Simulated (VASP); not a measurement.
Input:

```xyz
4
Lattice="3.3602 0.0000 0.0000 0.0000 3.3602 0.0000 0.0000 0.0000 3.3602" Properties=species:S:1:pos:R:3 pbc="T T T"
Al     0.0000     0.0000     0.0000
Ni     0.0000     1.6801     1.6801
Ni     1.6801     0.0000     1.6801
Ni     1.6801     1.6801     0.0000
```
Starting moments (μB, in the order of the record's atoms Al Ni Ni Ni): 0.0 0.2 0.2 0.2.

These are LDA (Ceperley-Alder, Perdew-Zunger), VASP's LDA PAW potentials (set 64) (plane waves; VASP) values and carry that method's errors. Settings: 500 eV cut-off, 9×9×9 Γ-centred mesh, first-order Methfessel-Paxton smearing of 0.10 eV, potentials Al Ni.

Energy and stress use the plane-wave basis of the starting cell.

Question: The ions, cell shape and volume at an external pressure of 45.0 GPa are relaxed. What does this cell relax into?

Answer: 
```xyz
4
Lattice="3.3161 0.0000 0.0000 0.0000 3.3161 0.0000 0.0000 0.0000 3.3161" Properties=species:S:1:pos:R:3 pbc="T T T"
Al     0.0000     0.0000     0.0000
Ni     0.0000     1.6581     1.6581
Ni     1.6581     0.0000     1.6581
Ni     1.6581     1.6581     0.0000
```
Space group Pm-3m (221), at a tolerance of 0.03 Å. The cell ends with 0.00 μB, on the sites 0.00 0.00 0.00 0.00 μB.

Question: How do energy and volume change from the first to the last step?

Answer: The energy (σ→0) changes by +85.3 meV/atom and the volume by -3.9 %, in 4 ionic steps.

| step | E(σ→0) (eV) | max force (eV/Å) | pressure (GPa) | volume (Å³) |
|---|---|---|---|---|
| 1 | -25.4713 | 0.000 | 29.98 | 37.94 |
| 2 | -23.8130 | 0.000 | 90.30 | 33.27 |
| 3 | -25.1408 | 0.000 | 44.52 | 36.51 |
| 4 | -25.1300 | 0.000 | 44.82 | 36.47 |

The compound is Ni3Al in the L1_2 structure. This run relaxes it under an external pressure of 45 GPa. Symmetry was kept, so distortions that lower it aren't found.
